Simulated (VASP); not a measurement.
VASP ran on this input.

**INCAR**
```
SYSTEM = La(NiP)2
PREC = Accurate
ENCUT = 400
EDIFF = 1E-6
NELM = 25
ALGO = VeryFast
LREAL = .FALSE.
LASPH = .TRUE.
ISMEAR = 1
SIGMA = 0.1
GGA = PE
LMAXMIX = 6
LWAVE = .FALSE.
LCHARG = .FALSE.
ISIF = 2
HFSCREEN = 0.2
AEXX = 0.25
LHFCALC = .TRUE.
PRECFOCK = Fast
ISYM = 3
```

KPOINTS:
```
Automatic mesh
0
Gamma
2 2 2
0 0 0
```

### POSCAR
```
La(NiP)2
1
   -1.9985400000     1.9985400000     4.8175650000
    1.9985400000    -1.9985400000     4.8175650000
    1.9985400000     1.9985400000    -4.8175650000
La Ni P
1 2 2
Direct
  0.0000000000   0.0000000000   0.0000000000
  0.2500000000   0.7500000000   0.5000000000
  0.7500000000   0.2500000000   0.5000000000
  0.6343400000   0.6343400000   0.0000000000
  0.3656600000   0.3656600000   0.0000000000
```

POTCAR, in this order: La Ni P (PBE.64 set). Program: vasp_std.

What VASP printed:

standard output:
```
 POSCAR found type information on POSCAR LaNiP
 POSCAR found :  3 types and       5 ions
 Reading from existing POTCAR
 Reading from existing POTCAR
 LDA part: xc-table for (Slater+PW92), standard interpolation
 POSCAR, INCAR and KPOINTS ok, starting setup
 WAVECAR not read
 entering main loop
       N       E                     dE             d eps       ncg     rms          rms(c)
RMM:   1    -0.211144191488E+04   -0.21114E+04   -0.12962E+04    96   0.200E+03
RMM:   2    -0.226379981130E+04   -0.15236E+03   -0.21211E+03    96   0.336E+02
RMM:   3    -0.227888739827E+04   -0.15088E+02   -0.48102E+02    96   0.328E+02
RMM:   4    -0.229983183661E+04   -0.20944E+02   -0.19311E+02    96   0.167E+02
RMM:   5    -0.231016814459E+04   -0.10336E+02   -0.10550E+02    96   0.127E+02
RMM:   6    -0.231571300959E+04   -0.55449E+01   -0.67373E+01    96   0.993E+01
RMM:   7    -0.231781113712E+04   -0.20981E+01   -0.56289E+01    96   0.946E+01
RMM:   8    -0.232051714487E+04   -0.27060E+01   -0.43130E+01    96   0.715E+01
RMM:   9    -0.232143172464E+04   -0.91458E+00   -0.42261E+01   338   0.792E+01
RMM:  10    -0.232283916792E+04   -0.14074E+01   -0.83259E+00   365   0.327E+01
RMM:  11    -0.232276228202E+04    0.76886E-01   -0.91427E+00   370   0.269E+01
RMM:  12    -0.232334004783E+04   -0.57777E+00   -0.52029E+00   373   0.239E+01    0.482E+01
RMM:  13     0.317751676029E+03    0.26411E+04   -0.15856E+02   384   0.375E+02    0.753E+01
RMM:  14     0.325543863599E+03    0.77922E+01   -0.10760E+02   383   0.156E+02    0.468E+01
RMM:  15     0.316936689419E+03   -0.86072E+01   -0.13430E+02   380   0.121E+02    0.211E+01
RMM:  16     0.310977574983E+03   -0.59591E+01   -0.57447E+01   382   0.970E+01    0.240E+01
RMM:  17     0.298774819360E+03   -0.12203E+02   -0.13735E+02   383   0.923E+01    0.679E+00
RMM:  18     0.289689500924E+03   -0.90853E+01   -0.98100E+01   380   0.788E+01    0.126E+01
RMM:  19     0.279120366072E+03   -0.10569E+02   -0.12606E+02   382   0.746E+01    0.685E+00
RMM:  20     0.273140634582E+03   -0.59797E+01   -0.71213E+01   382   0.634E+01    0.665E+00
RMM:  21     0.268974766980E+03   -0.41659E+01   -0.62568E+01   383   0.635E+01    0.120E+01
RMM:  22     0.266164196999E+03   -0.28106E+01   -0.35914E+01   383   0.538E+01    0.962E+00
RMM:  23     0.262416808291E+03   -0.37474E+01   -0.47970E+01   384   0.544E+01    0.140E+01
RMM:  24     0.258667464043E+03   -0.37493E+01   -0.46712E+01   384   0.490E+01    0.873E+00
RMM:  25     0.256565821127E+03   -0.21016E+01   -0.32753E+01   383   0.492E+01

 -----------------------------------------------------------------------------
|                                                                             |
|           W    W    AA    RRRRR   N    N  II  N    N   GGGG   !!!           |
|           W    W   A  A   R    R  NN   N  II  NN   N  G    G  !!!           |
|           W    W  A    A  R    R  N N  N  II  N N  N  G       !!!           |
|           W WW W  AAAAAA  RRRRR   N  N N  II  N  N N  G  GGG   !            |
|           WW  WW  A    A  R   R   N   NN  II  N   NN  G    G                |
|           W    W  A    A  R    R  N    N  II  N    N   GGGG   !!!           |
|                                                                             |
|     The electronic self-consistency was not achieved in the given           |
|     number of steps (NELM). The forces and other quantities evaluated       |
|     might not be reliable so examine the results carefully. If you find     |
|     spurious results, we suggest increasing NELM, if you were close to      |
|     convergence or switching to a different ALGO or adjusting the           |
|     density mixing parameters otherwise.                                    |
|                                                                             |
 -----------------------------------------------------------------------------

   1 F= 0.25656582E+03 E0= 0.25656483E+03  d E =0.298335E-02
```

File OUTCAR:
```
------------------------ aborting loop EDIFF was not reached (unconverged)  ----------------------------
  FORCE on cell =-STRESS in cart. coord.  units (eV):
  Direction    XX          YY          ZZ          XY          YZ          ZX
  --------------------------------------------------------------------------------------
  Total     -106.3783567   -106.3783567   -106.2285994      0.0000000      0.0000000      0.0000000
  in kB    -2214.3720718  -2214.3720718  -2211.2547236      0.0000000      0.0000000      0.0000000
  external PRESSURE =   -2213.3329558 kB  Pullay stress =       0.0000000 kB
  volume of cell :       76.97
      direct lattice vectors                 reciprocal lattice vectors
    -1.998540000  1.998540000  4.817565000     0.000000000  0.250182633  0.103786872
     1.998540000 -1.998540000  4.817565000     0.250182633  0.000000000  0.103786872
     1.998540000  1.998540000 -4.817565000     0.250182633  0.250182633  0.000000000
 POSITION                                       TOTAL-FORCE (eV/Angst)
 -----------------------------------------------------------------------------------
      0.00000      0.00000      0.00000        -0.000000     -0.000000      0.000000
      1.99854      0.00000      2.40878         0.000000     -0.000000      0.000000
      0.00000      1.99854      2.40878        -0.000000      0.000000      0.000000
      0.00000      0.00000      6.11195         0.000000     -0.000000     -5.490442
      0.00000      0.00000      3.52318        -0.000000      0.000000      5.490442
 -----------------------------------------------------------------------------------
    total drift:                                3.199551      2.029808     -1.320904
  FREE ENERGIE OF THE ION-ELECTRON SYSTEM (eV)
  ---------------------------------------------------
  free  energy   TOTEN  =       256.5658211272 eV

  energy  without entropy=      256.5628377789  energy(sigma->0) =      256.56482668

  exchange ACFDT corr.  =         0.00553972  see jH, gK, PRB 81, 115126
```
(Selected blocks of OUTCAR.)

Task: From input and log, find the fault in this run and mend it.

Result: The cause: a hybrid functional was run with ALGO = VeryFast. Convergence was not reached. Against the sound run, the energy per atom (σ→0) increases by 58.418 eV/atom; the pressure falls by 218.79 GPa; the largest force rises by 5.138 eV/Å. To mend it, set ALGO = Normal.

The mended run (HSE06 screened hybrid, plane waves, VASP's PBE PAW potentials (set 64)) converges, and its OSZICAR ends with
```
   1 F= -.35521337E+02 E0= -.35523782E+02  d E =0.733471E-02
```

The structure comes from a computed database's LaNi2P2 entry (I4/mmm); how it stands against other phases isn't given here. The cell was not relaxed at this level. The run is not spin-polarised, so no magnetic state was tried. The electron count is odd and the run is not spin-polarised, which forces a metal.
